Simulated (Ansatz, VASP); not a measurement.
# RbH3Pb in two plane-wave programs, part 2 of 2

One calculation is typed for both programs; each brings its own data sets. How far apart do they land? The cell is generated by rule, not measured, and may not be a known phase. The cell is taken from a series of runs on this material, whose earlier steps may have relaxed, scaled, displaced or heated it; both programs get it as it stands.

VASP 6.6.1 and Ansatz 0.2.0.

So far: The structure; VASP: relaxation of cell and atoms, PBEsol.

The structure was built from a prototype and need not be the compound's stable phase.

## Step 3: Ansatz: relaxation of cell and atoms, PBEsol

Level of this step: Ansatz beside VASP: Kohn-Sham DFT, plane waves, PBEsol (Ansatz).

Ansatz runs on its PAW soft_1 files.

The same cell, functional, mesh and smearing now go to Ansatz, which takes its cutoff from its data sets.

input.yaml reads:

```yaml
crystal:
  lattice:
    - [6.2860245718, 0.0, 0.0]
    - [0.0, 6.2860245718, 0.0]
    - [0.0, 0.0, 4.7478549712]
  atoms:
    - { symbol: Rb, position: [0.5, 0.5, 0.0] }
    - { symbol: Rb, position: [0.0, 0.0, 0.0] }
    - { symbol: Pb, position: [0.0, 0.5, 0.4592709245] }
    - { symbol: Pb, position: [0.5, 0.0, 0.5407290755] }
    - { symbol: H, position: [0.75, 0.75, 0.5] }
    - { symbol: H, position: [0.25, 0.25, 0.5] }
    - { symbol: H, position: [0.75, 0.25, 0.5] }
    - { symbol: H, position: [0.25, 0.75, 0.5] }
    - { symbol: H, position: [0.0, 0.5, 0.8638294785] }
    - { symbol: H, position: [0.5, 0.0, 0.1361705215] }
kpoints:
  mp_grid: { grid: [6, 6, 6] }
hamiltonian:
  xc: pbesol
  pseudopotentials: { kind: paw, azcp: { folder: soft_1 }, xc_functional: pbe }
scf:
  occupations: { method: methfessel_paxton, width: 0.2 }
output:
  forces: true
  stress: true
  eigenvalues: true
relax:
  adjacent_minimum: "off"
  f_tol: 0.001
  max_steps: 60
  cell: { stress_tol: 0.01 }
```

Command:

```console
> ansatz run input.yaml --threads 4 --pin off --max-ram 16384MiB --backend cpu --events-out ev --progress --plain --runs-dir out
```

Numbers of over 12 decimals in the logs are rounded to 6 here.

The log of the run:

```text
Engine: ansatz 0.2.0, aarch64-unknown-linux-gnu
Pseudopotentials: kind: paw
Pseudopotential: Rb, paw, valence charge 9, recommended cutoff 420 eV (normal), soft_1/Rb.paw.azcp
Pseudopotential: Pb, paw, valence charge 14, recommended cutoff 420 eV (normal), soft_1/Pb.paw.azcp
Pseudopotential: H, paw, valence charge 1, recommended cutoff 420 eV (normal), soft_1/H.paw.azcp
Functional definition: PBEsol
  exchange = pbesol_x
  correlation = pbesol_c
Crystal: 10 atoms, lattice volume = 187.607 Å³
Basis set: ecut = 420 eV, 3643 PW (Γ), exchange–correlation on 90×90×64 points (8 copies of the dense FFT grid, shifted against one another)
Bands: 36, of which v1, the nominal top of the filled ones, is band 26 counted from 1 (25 counted from 0)
Symmetry: 16 space group operations
Space group: P4/nmm (ITA 129), of the structure as read, at distance tolerance 5.7e-5 Å
k-points: 40 of 216
Non-local potential: Rb, projectors of the file, l = 0: 3, l = 1: 2, l = 2: 2
Non-local potential: Pb, projectors of the file, l = 0: 2, l = 1: 2, l = 2: 2, l = 3: 1
Non-local potential: H, projectors of the file, l = 0: 2, l = 1: 1
PAW form: soft (Blöchl's): semilocal exchange-correlation on the pseudo side does not see the compensation charge
PAW frozen core: Rb, regenerated for the run's functional, and the local potential with it (the file was generated under x = pbe(κ = 0.804, μ = 0.219515), c = pbe(β = 0.066725))
PAW frozen core: Pb, regenerated for the run's functional, and the local potential with it (the file was generated under x = pbe(κ = 0.804, μ = 0.219515), c = pbe(β = 0.066725))
PAW one-centre angular grid: Rb, 110 points (default); XC on 64 Gauss nodes
PAW one-centre angular grid: Pb, 590 points (default); XC on 64 Gauss nodes
PAW one-centre angular grid: H, 110 points (default); XC on 64 Gauss nodes
Initial density: superposition of atomic densities (chi_scale 0.1, normalization cell, long waves kept (reshape's long-wave potential 0.00 eV rms))
Initial wavefunctions: pseudopotential atomic-orbital guess
Functional: x = pbesol(κ = 0.804, μ = 0.123457), c = pbesol(β = 0.046)
SCF iter   1: F=—  HF=-30044.281720 eV  |F-HF|=—  |Δ(HF+E_count)|=         —  Δρ=5.00e-2  dr2=6.70e0  ethr=3.10e-3  ⟨swp⟩=9.9  Hψ=8246  notcnv=0
preconditioner: auto → Resta (q_TF=auto, 2.203 Å⁻¹)  ε∞=2.8  [insulator: Δε(μ)=0.552 eV  Ē_g=13.931 eV  σ=0.200 eV  W_gap=0.77  n_scr=30 (ndim 8)  ℏωp=18.8 eV  f_vac=0.000  D(μ)=0.29/eV (n_scr^D=0)  ε∞_Penn≈2.8]
SCF iter   2: F=—  HF=-30041.916951 eV  |F-HF|=—  |Δ(HF+E_count)|=    2.36e0  S|Δr|=    0.00e0  Δρ=1.84e-2  dr2=9.57e-1  ethr=3.10e-3  ⟨swp⟩=3.1  Hψ=3271  notcnv=0  defer=93
SCF iter   3: F=—  HF=-30041.583340 eV  |F-HF|=—  |Δ(HF+E_count)|=   3.34e-1  S|Δr|=    0.00e0  Δρ=4.31e-3  dr2=2.64e-2  ethr=1.84e-3  ⟨swp⟩=3.8  Hψ=2832  notcnv=0  defer=91
SCF iter   4: F=—  HF=-30041.591714 eV  |F-HF|=—  |Δ(HF+E_count)|=   8.37e-3  S|Δr|=    0.00e0  Δρ=1.17e-3  dr2=1.72e-3  ethr=5.07e-5  ⟨swp⟩=3.0  Hψ=2454  notcnv=0  defer=91
SCF iter   5: F=—  HF=-30041.593465 eV  |F-HF|=—  |Δ(HF+E_count)|=   1.75e-3  S|Δr|=    0.00e0  Δρ=1.56e-4  dr2=7.07e-5  ethr=3.30e-6  ⟨swp⟩=2.0  Hψ=1940  notcnv=0  defer=91
SCF iter   6: F=—  HF=-30041.593556 eV  |F-HF|=—  |Δ(HF+E_count)|=   9.05e-5  S|Δr|=    0.00e0  Δρ=4.07e-5  dr2=4.14e-6  ethr=1.36e-7  ⟨swp⟩=3.0  Hψ=2533  notcnv=0  defer=91
SCF iter   7: F=—  HF=-30041.593559 eV  |F-HF|=—  |Δ(HF+E_count)|=   3.50e-6  S|Δr|=    0.00e0  Δρ=1.01e-5  dr2=2.86e-7  ethr=7.96e-9  ⟨swp⟩=2.0  Hψ=2317  notcnv=0  defer=91
SCF iter   8: F=-30041.593559 eV  HF=-30041.593559 eV  |F-HF|=1.66e-9  |Δ(HF+E_count)|=   1.34e-7  S|Δr|=    0.00e0  Δρ=3.26e-6  dr2=1.68e-8  ethr=1.92e-10  ⟨swp⟩=14.8  Hψ=8743  notcnv=0
SCF 1 converged in 8 iterations: F = -30041.593559 eV  dr2 = 1.68e-8
  greatest PAW one-centre occupation: 0.980 electrons in one spin orbital (limit 2), on the Pb atom at site 3 (counted from 0), in its partial waves of l = 2
relax step   1: F+E_penalty+E_count = -30041.59355921 eV  Δ(F+E_penalty+E_count) = +0.000e0 eV  max|allowed force component| = 1.103e-2 eV/Å  Δτ_max = 0.0000 Å  P = +0.017 GPa  Ω = 187.607 Å³  (8 SCF iters, dr2 threshold 1.00e-7 eV, accepted)
[...]
relax step   3: F+E_penalty+E_count = -30041.59361127 eV  Δ(F+E_penalty+E_count) = +2.100e-5 eV  max|allowed force component| = 9.090e-3 eV/Å  Δτ_max = 0.0040 Å  P = -0.012 GPa  Ω = 187.984 Å³  energy of the carried Pulay correction = -1.125e-4 eV  (5 SCF iters, dr2 threshold 4.56e-9 eV, rejected (line search))
[...]
relax step   4: F+E_penalty+E_count = -30041.59364093 eV  Δ(F+E_penalty+E_count) = -8.669e-6 eV  max|allowed force component| = 2.370e-4 eV/Å  Δτ_max = 0.0017 Å  P = -0.001 GPa  Ω = 187.943 Å³  energy of the carried Pulay correction = -1.001e-4 eV  (7 SCF iters, accepted)
[...]
relax step   5: F+E_penalty+E_count = -30041.59375012 eV  Δ(F+E_penalty+E_count) = -1.092e-4 eV  max|allowed force component| = 2.647e-4 eV/Å  Δτ_max = 0.0000 Å  P = -0.001 GPa  Ω = 187.943 Å³  stress off target by 3.03e-3 GPa  SCF on the basis re-selected at this cell (its energy is not comparable with the rows above)  (5 SCF iters)
basis re-selected at this cell: Δ(F+E_penalty+E_count) = -1.092e-4 eV, ΔP = +0.000 GPa vs the last step (what re-selecting the basis moved, of the pressure what is left beyond the Pulay correction that the steps carried, after the strain that the cell walked since its last selection, with what the two solves' SCF thresholds leave and, on support functions, any second-order correction that the steps lacked; it is no m [...]
SCF converged after 5 iterations
Stability not checked: this state was not tested for a lower state beside it, because cold or Methfessel-Paxton smearing, or corrected tetrahedra, fill the levels in a way that the test cannot read (fill_not_monotonic; see scf.lower_state_search)
Free energy (F): -30041.593750 eV
Harris-Foulkes:  -30041.593750 eV  (|F-HF|=1.09e-11)
Internal energy: -30041.598866 eV  (E = F + TS)
E sigma→0 (E₀):  -30041.595029 eV
Entropy (-TS):   0.005116 eV (0.512 meV/atom)
Fermi energy:    6.472707 eV
Step filling:    the computed levels leave a gap of 0.2531 eV = 1.3 smearing widths at the electron count; against every level under it full and every level over it empty, smearing changes F+E_penalty+E_count by +2.410 meV and its σ→0 estimate by +1.131 meV
--- Per-component energies (eV) ---
  E_band       = -361.382488
  E_kinetic    = 1025.160326
  E_local      = -3733.098066  (includes V_loc(G=0)·N_el)
  E_nonlocal   = 996.131035
  E_hartree    = 1289.970916
  E_xc         = -704.733827
  E_vxc        = -599.698679  (∫ρ·V_xc dr)
  E_paw        = -25637.318853  (= ΣΔE_a)
  E_vpaw       = -629.814060  (= ΣTr[D̂ρ^β])
  E_aug_tail   = -0.004950  (compensation charges beyond the density's cutoff)
  E_ewald      = -3278.077130
  E_core_change = 0.371683  (= ΣΔE_core)
  E_smearing   = 0.005116  (= −TS)
  E_closure    = 0.000000  (closes the sum)
  Σ components = -30041.593750   (vs F -30041.593750, Δ=0.00e0)
--- Forces (eV/Å), atoms counted from 1 ---
  atom   1  Rb     0.00000000    -0.00000000     0.00000000
  atom   2  Rb    -0.00000000     0.00000000     0.00000000
  atom   3  Pb     0.00000000    -0.00000000    -0.00017266
  atom   4  Pb    -0.00000000     0.00000000     0.00017266
  atom   5  H     -0.00000000     0.00000000     0.00000000
  atom   6  H     -0.00000000     0.00000000    -0.00000000
  atom   7  H      0.00000000     0.00000000    -0.00000000
  atom   8  H     -0.00000000     0.00000000     0.00000000
  atom   9  H     -0.00000000     0.00000000     0.00026474
  atom  10  H      0.00000000    -0.00000000    -0.00026474
  max |Σ_I F_I| component: 1.39e-17 eV/Å
--- Stress (GPa, compression-positive) ---
       -0.002525      -0.000000       0.000000
       -0.000000      -0.002525       0.000000
        0.000000       0.000000       0.003029
  P = ⅓ Tr σ = -0.0007 GPa (-0.007 kbar)
--- Band table (eV; the first three rows and the last of 40) ---
  k-point 0: bands = [... 22 lower, 3.6129, 3.9805, 4.0692, 5.9811, 6.6401, 6.6401, 7.0953, 7.1737, ... 6 higher]
  k-point 1: bands = [... 22 lower, 2.7340, 3.2401, 4.0350, 5.8131, 6.6128, 6.6128, 7.7575, 8.2850, ... 6 higher]
  k-point 2: bands = [... 22 lower, 1.5487, 2.0251, 4.1535, 6.0735, 6.5545, 6.5545, 8.6017, 9.3109, ... 6 higher]
  k-point 39: bands = [... 22 lower, 1.6998, 1.6998, 5.3388, 5.3388, 6.9713, 6.9713, 7.7489, 7.7489, ... 6 higher]
--- Relaxed structure (4 steps of the walk, 3 accepted, 1 SCFs on fresh bases) ---
  F+E_penalty+E_count = -30041.59375012 eV   max|allowed force component| = 2.647e-4 eV/Å   (the final SCF, on the basis selected at the relaxed cell)
  cell:  # Å, volume = 187.9427 Å³
    - [6.283364, 0, 0]
    - [0, 6.283364, 0]
    - [0, 0, 4.760374]
  atoms:
    - { symbol: Rb, position: [0.5, 0.5, 0] }
    - { symbol: Rb, position: [0, 0, 0] }
    - { symbol: Pb, position: [0, 0.5, 0.458882] }
    - { symbol: Pb, position: [0.5, 0, 0.541118] }
    - { symbol: H, position: [0.75, 0.75, 0.5] }
    - { symbol: H, position: [0.25, 0.25, 0.5] }
    - { symbol: H, position: [0.75, 0.25, 0.5] }
    - { symbol: H, position: [0.25, 0.75, 0.5] }
    - { symbol: H, position: [0, 0.5, 0.861866] }
    - { symbol: H, position: [0.5, 0, 0.138134] }
```

In the SCF lines HF is the Harris–Foulkes energy and dr2 the Hartree energy of the density residual, in eV; the loop may stop once dr2 is under the threshold and the program's other checks hold. Hψ counts applications of the Hamiltonian.

## Step 4: Comparison

Known differences besides the potentials themselves: the cutoff is 420 eV in Ansatz and 500 eV in VASP; Ansatz makes its cores anew for this functional, VASP keeps those of its PBE data sets; Ansatz adds a Pulay correction to the stress that steers its cell, VASP none. Total energies have different zeros and are not compared.

Both answers:

```
                                         quantity  Ansatz    VASP  difference
                                      volume (Å³)  187.94  187.35     +0.31 %
edge a after relaxation, in the typed setting (Å)   6.283   6.276     +0.11 %
edge c after relaxation, in the typed setting (Å)   4.760   4.756     +0.09 %
```

## Step 5: Summary of results

```json
{
  "difference in volume (relaxation of cell and atoms, PBEsol)": "0.31 %"
}
```

**Reading.** The difference in volume is 0.31 % (relaxation of cell and atoms, PBEsol), within the 1.2 % picked in this series as the mark of a large difference, as far as the stopping tolerances let one tell. How closely two codes agree says nothing of how well the functional describes the real material.

[Lines on the potential files, build, host, timing and source positions are cut from VASP's logs without a mark.]

[Logs are printed without paths, hosts, clocks, repeated set-up lines and the standing remarks that a program may print on its own settings, such as how far it seeks lower states.]

[Hosts, paths, dates, database ids (printed as entryN), source tags and the programs' standing remarks are cut or masked in the printed files.]
